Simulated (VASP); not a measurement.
An input for Quantum ESPRESSO's pw.x (written as the equivalent of a VASP run, and not itself run):

```
&CONTROL
  calculation = 'vc-relax'
  pseudo_dir = './pseudo'
  outdir = './out'
  tprnfor = .true.
  tstress = .true.
  nstep = 40
  forc_conv_thr = 0.00078
/
&SYSTEM
  ibrav = 0
  nat = 1
  ntyp = 1
  ecutwfc = 90
  occupations = 'smearing'
  smearing = 'methfessel-paxton'
  degauss = 0.00735
  input_dft = 'pz'
  nspin = 2
  starting_magnetization(1) = 0.2
/
&ELECTRONS
  conv_thr = 7.3e-08
  electron_maxstep = 100
/
&IONS
/
&CELL
/
ATOMIC_SPECIES
  Fe 55.845 Fe.upf
CELL_PARAMETERS angstrom
    -1.3732782    1.3732782    1.3732782
     1.3732782   -1.3732782    1.3732782
     1.3732782    1.3732782   -1.3732782
ATOMIC_POSITIONS crystal
  Fe   0.0000000  0.0000000  0.0000000
K_POINTS automatic
  18 18 18 0 0 0
```

Write the VASP files for the same calculation (LDA).

One answer among several that fit: 
File KPOINTS:
```
K-points
0
Gamma
  18 18 18
```

**POSCAR**
```
Fe
1
   -1.3732781947     1.3732781947     1.3732781947
    1.3732781947    -1.3732781947     1.3732781947
    1.3732781947     1.3732781947    -1.3732781947
Fe
1
Direct
  0.0000000000   0.0000000000   0.0000000000
```

**INCAR**
```
ENCUT  =  500   # plane-wave cut-off (eV)
NSW  =  40
ALGO  =  Normal
ISMEAR  =  1   # Methfessel-Paxton
NELM  =  100   # most electronic steps
MAGMOM  =  2.0
LCHARG  =  .False.
IBRION  =  2   # conjugate gradients
LORBIT  =  10
LREAL  =  .False.
SYSTEM  =  Fe
ISIF  =  3
SIGMA  =  0.1   # width (eV)
EDIFFG  =  -0.02
EDIFF  =  1E-6   # SCF stop (eV)
PREC  =  Accurate
LMAXMIX  =  4   # l cut-off of mixed one-centre charges
LASPH  =  .True.   # aspherical one-centre terms
LWAVE  =  .False.
ISPIN  =  2   # spin-polarised
```

POTCAR, in this order: Fe (LDA.64 set). Program: vasp_std.

Limits of the translation: the potentials are each code's own (VASP's PAW set, PseudoDojo norm-conserving files in pw.x), so ENCUT and ecutwfc are chosen apart and not converted; conv_thr bounds pw.x's estimated SCF error, while EDIFF bounds the energy change between steps; starting_magnetization is a fraction of the valence charge and MAGMOM a moment in μB, so they match only roughly; forc_conv_thr acts on force components and is met together with etot_conv_thr.

The compound is Fe in the bcc structure. It was relaxed first, which changed the volume by -12 %.
